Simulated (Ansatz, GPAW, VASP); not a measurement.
## Code comparison for Zr2Al (I4/mcm, 6 atoms in the cell)

Self-consistent single point.

```xyz
6
Lattice="-3.4032 3.4032 2.6727 3.4032 -3.4032 2.6727 3.4032 3.4032 -2.6727" Properties=species:S:1:pos:R:3 pbc="T T T"
Zr     1.0305     2.3727     0.0000
Zr     2.3727     1.0305     2.6727
Zr     4.4338     1.0305     0.0000
Zr    -1.0305     2.3727     2.6727
Al     0.0000     0.0000     1.3363
Al     0.0000     0.0000     4.0090
```

All programs got the same cell, k-point mesh and kind of occupations (in Ansatz's words: kpoints.mp_grid.grid = 5 5 5; scf.occupations.method = gaussian; scf.occupations.width = 0.1 eV); potentials, basis and cutoffs are each program's usual ones.

```
code                                                    model  pressure (GPa)  largest force (eV/Å)   cutoff
------  -----------------------------------------------------  --------------  --------------------  -------
GPAW    PBEsol, GPAW PAW datasets PBEsol (made by gpaw-setup)           -1.51                 0.003   550 eV
VASP               PBEsol, VASP's PBE PAW potentials (set 64)           -1.57                 0.003   300 eV
Ansatz                        PBEsol, PAW files made with PBE           -1.25                 0.000  default
```

The spread over the programs that give each value: pressure within 0.32 GPa; largest force within 0.003 eV/Å.

The starting cell comes from a database of computed structures (which also holds hypothetical and non-ambient phases and stackings), without a prior relaxation at this level. Its lattice was rescaled by a random factor within 2.5 % of one.

Problem. Why do the programs differ, and what cannot be compared?

Solution. Differences of this kind can come from the potentials, where these differ, and from what each basis and cutoff leave unconverged. The zero of total energies and Fermi levels follows the potentials and each program's conventions, so they are not compared here. Ansatz's pressure is given at a fixed set of plane waves, as the other plane-wave codes print theirs.

VASP's run is marked for a possible Pulay error in its stress at this cutoff; no cutoff test was made.

Left out of this page: Quantum ESPRESSO, ABINIT, CP2K, Elk, FLEUR and SIESTA (not drawn, or without a comparable value).

Ansatz is a quantum-chemistry and plane-wave program.

Keys are those of Ansatz 0.2.
